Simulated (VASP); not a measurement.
VASP input:

### INCAR
```
! general
SYSTEM   =  MoTe2
PREC     =  Accurate
ENCUT    =  500   ! plane-wave cut-off (eV)
LREAL    =  .FALSE.   ! projection in real space or not
LASPH    =  .TRUE.

! electronic loop
EDIFF    =  1E-6   ! SCF stop (eV)
NELM     =  100   ! most electronic steps
ALGO     =  Normal   ! blocked Davidson
LMAXMIX  =  4   ! l cut-off of mixed one-centre charges

! smearing
ISMEAR   =  0   ! Gaussian
SIGMA    =  0.05   ! width (eV)

! functional
GGA      =  PE   ! PBE

! ions
IBRION   =  2   ! conjugate gradients
NSW      =  40   ! most ionic steps
ISIF     =  3   ! ions, shape and volume
EDIFFG   =  -0.02   ! ionic stop
PSTRESS  =  200

! output
LWAVE    =  .FALSE.
LCHARG   =  .FALSE.
```

File KPOINTS:
```
Automatic mesh
0
Gamma
8 8 2
0 0 0
```

POSCAR:
```
MoTe2
1.0
  1.7068689054  -2.9563821354   0.0000000000
  1.7068689054   2.9563821354   0.0000000000
  0.0000000000   0.0000000000  13.1535767784
Te Mo
4 2
Cart
  1.7068689054   0.9854626827  11.6952278841
  1.7068689054  -0.9854626827   5.1184394949
  1.7068689054  -0.9854626827   1.4583488943
  1.7068689054   0.9854626827   8.0351372835
  1.7068689054   0.9854626827   3.2883941946
  1.7068689054  -0.9854626827   9.8651825838
```

POTCAR, in this order: Te Mo_sv (PBE.64 set). Program: vasp_std.

### Question
Write an equivalent input for Quantum ESPRESSO's pw.x.

### Answer
One equivalent input (not run):
```
&CONTROL
  calculation = 'vc-relax'
  pseudo_dir = './pseudo'
  outdir = './out'
  tprnfor = .true.
  tstress = .true.
  nstep = 40
  forc_conv_thr = 0.00078
/
&SYSTEM
  ibrav = 0
  nat = 6
  ntyp = 2
  ecutwfc = 82.3
  occupations = 'smearing'
  smearing = 'gaussian'
  degauss = 0.003675
  input_dft = 'pbe'
/
&ELECTRONS
  conv_thr = 7.3e-08
  electron_maxstep = 100
/
&IONS
/
&CELL
  press = 200
/
ATOMIC_SPECIES
  Te 127.600 Te.upf
  Mo 95.950 Mo.upf
CELL_PARAMETERS angstrom
     1.7068689   -2.9563821    0.0000000
     1.7068689    2.9563821    0.0000000
     0.0000000    0.0000000   13.1535768
ATOMIC_POSITIONS crystal
  Te   0.3333330  0.6666670  0.8891291
  Te   0.6666670  0.3333330  0.3891291
  Te   0.6666670  0.3333330  0.1108709
  Te   0.3333330  0.6666670  0.6108709
  Mo   0.3333330  0.6666670  0.2500000
  Mo   0.6666670  0.3333330  0.7500000
K_POINTS automatic
  8 8 2 0 0 0
```
Limits of the translation: the potentials are each code's own (VASP's PAW set, PseudoDojo norm-conserving files in pw.x), so ENCUT and ecutwfc are chosen apart and not converted; conv_thr bounds pw.x's estimated SCF error, while EDIFF bounds the energy change between steps; forc_conv_thr acts on force components and is met together with etot_conv_thr.

The compound is MoTe2 in the 2H layered structure. This run relaxes it under an external pressure of 20 GPa. Symmetry was kept, so distortions that lower it aren't found.
